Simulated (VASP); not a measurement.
Method: PBEsol GGA, VASP's PBE PAW potentials (set 64) (plane waves; VASP 6.6.1).

VASP ran on this input.

File KPOINTS:
```
Automatic mesh
0
Gamma
11 11 11
0 0 0
```

**INCAR**
```
SIGMA  =  0.1   # width (eV)
PREC  =  Accurate
LASPH  =  .TRUE.   # aspherical one-centre terms
GGA  =  PS   # PBEsol
LMAXMIX  =  4   # l cut-off of mixed one-centre charges
EDIFF  =  1E-6   # SCF stop (eV)
LREAL  =  .FALSE.   # projection in real space or not
LWAVE  =  .FALSE.
EDIFFG  =  -0.02
ALGO  =  Normal   # blocked Davidson
ENCUT  =  500
PSTRESS  =  200   # kbar
SYSTEM  =  SnTe
NELM  =  100   # most electronic steps
LCHARG  =  .FALSE.
ISIF  =  3   # ions, shape and volume
ISMEAR  =  1   # Methfessel-Paxton
NSW  =  40
IBRION  =  2   # conjugate gradients
```

File POSCAR:
```
SnTe
1.0
  0.0000000000   2.8969463272   2.8969463272
  2.8969463272   0.0000000000   2.8969463272
  2.8969463272   2.8969463272   0.0000000000
Sn Te
1 1
direct
  1.0000000000   1.0000000000   0.0000000000
  0.5000000000   0.5000000000   0.5000000000
```

POTCAR, in this order: Sn_d Te (PBE.64 set). Program: vasp_std.

Output of the run:

File OSZICAR:
```
       N       E                     dE             d eps       ncg     rms          rms(c)
DAV:   1     0.123820271902E+03    0.12382E+03   -0.97952E+03  1580   0.175E+03
DAV:   2     0.196047433397E+01   -0.12186E+03   -0.11948E+03  1652   0.383E+02
DAV:   3    -0.746032448662E+01   -0.94208E+01   -0.93334E+01  2024   0.955E+01
DAV:   4    -0.768394928767E+01   -0.22362E+00   -0.22303E+00  1846   0.161E+01
DAV:   5    -0.769284004177E+01   -0.88908E-02   -0.88905E-02  2282   0.301E+00    0.880E+00
DAV:   6    -0.766685733564E+01    0.25983E-01   -0.26997E-02  2264   0.207E+00    0.541E+00
DAV:   7    -0.765812701506E+01    0.87303E-02   -0.20398E-02  2042   0.159E+00    0.187E-01
DAV:   8    -0.765752851340E+01    0.59850E-03   -0.31626E-03  2086   0.747E-01    0.136E-01
DAV:   9    -0.765756048855E+01   -0.31975E-04   -0.21737E-04  1898   0.997E-02    0.617E-02
DAV:  10    -0.765755960579E+01    0.88276E-06   -0.49655E-06  1916   0.198E-02
   1 F= -.15878103E+01 E0= -.15876125E+01  d E =-.158781E+01
       N       E                     dE             d eps       ncg     rms          rms(c)
DAV:   1    -0.762658328484E+01    0.30977E-01   -0.13320E-01  2000   0.667E+00    0.491E-01
DAV:   2    -0.762174420887E+01    0.48391E-02   -0.83333E-03  1928   0.184E+00    0.198E-01
DAV:   3    -0.762055716001E+01    0.11870E-02   -0.30050E-03  1994   0.985E-01    0.358E-02
DAV:   4    -0.762052000380E+01    0.37156E-04   -0.13278E-04  1960   0.108E-01    0.384E-02
DAV:   5    -0.762050874421E+01    0.11260E-04   -0.75542E-06  2308   0.290E-02    0.136E-02
DAV:   6    -0.762050866301E+01    0.81196E-07   -0.10523E-06   862   0.156E-02
   2 F= -.15875534E+01 E0= -.15873881E+01  d E =0.256894E-03
       N       E                     dE             d eps       ncg     rms          rms(c)
DAV:   1    -0.764841081097E+01   -0.27902E-01   -0.61059E-02  2006   0.457E+00    0.337E-01
DAV:   2    -0.764622493186E+01    0.21859E-02   -0.37550E-03  1928   0.122E+00    0.130E-01
DAV:   3    -0.764567963140E+01    0.54530E-03   -0.13833E-03  1970   0.667E-01    0.242E-02
DAV:   4    -0.764565856330E+01    0.21068E-04   -0.59164E-05  1930   0.723E-02    0.279E-02
DAV:   5    -0.764564961122E+01    0.89521E-05   -0.35540E-06  1836   0.200E-02    0.896E-03
DAV:   6    -0.764564871809E+01    0.89314E-06   -0.60582E-07   826   0.122E-02
   3 F= -.15878824E+01 E0= -.15876963E+01  d E =-.721595E-04
```

### OUTCAR
```
------------------------ aborting loop because EDIFF is reached ----------------------------------------
  FORCE on cell =-STRESS in cart. coord.  units (eV):
  Direction    XX          YY          ZZ          XY          YZ          ZX
  --------------------------------------------------------------------------------------
  Total        6.0586783      6.0586783      6.0586783      0.0000000      0.0000000      0.0000000
  in kB      200.0301092    200.0301092    200.0301092      0.0000000      0.0000000      0.0000000
  external PRESSURE =       0.0301092 kB  Pullay stress =     200.0000000 kB
  volume of cell :       48.53
      direct lattice vectors                 reciprocal lattice vectors
    -0.000000000  2.895038664  2.895038664    -0.172709265  0.172709265  0.172709265
     2.895038664 -0.000000000  2.895038664     0.172709265 -0.172709265  0.172709265
     2.895038664  2.895038664  0.000000000     0.172709265  0.172709265 -0.172709265
 POSITION                                       TOTAL-FORCE (eV/Angst)
 -----------------------------------------------------------------------------------
     -0.00000      0.00000      0.00000        -0.000000      0.000000      0.000000
      2.89504      2.89504      2.89504         0.000000     -0.000000     -0.000000
 -----------------------------------------------------------------------------------
    total drift:                               -0.000000      0.000000      0.000000
  FREE ENERGIE OF THE ION-ELECTRON SYSTEM (eV)
  ---------------------------------------------------
  free  energy   TOTEN  =        -7.6456487181 eV

  energy  without entropy=       -7.6450902611  energy(sigma->0) =       -7.64546257
  enthalpy is  TOTEN    =        -1.5878824365 eV   P V=        6.0577662816

 reached required accuracy - stopping structural energy minimisation
```
(Selected blocks of OUTCAR.)

CONTCAR:
```
SnTe
   1.00000000000000
    -0.0000000000000000    2.8950386638878256    2.8950386638878256
     2.8950386638878256   -0.0000000000000000    2.8950386638878256
     2.8950386638878256    2.8950386638878256    0.0000000000000000
  Sn              Te
     1     1
Direct
     0.0000000000000000    0.0000000000000000    0.0000000000000000
     0.5000000000000000    0.5000000000000000    0.5000000000000000
```

The structure was generated: SnTe was put into the rock salt type (Fm-3m), which need not be its known phase. This run relaxes it under an external pressure of 20 GPa. Symmetry was kept, so distortions that lower it aren't found.
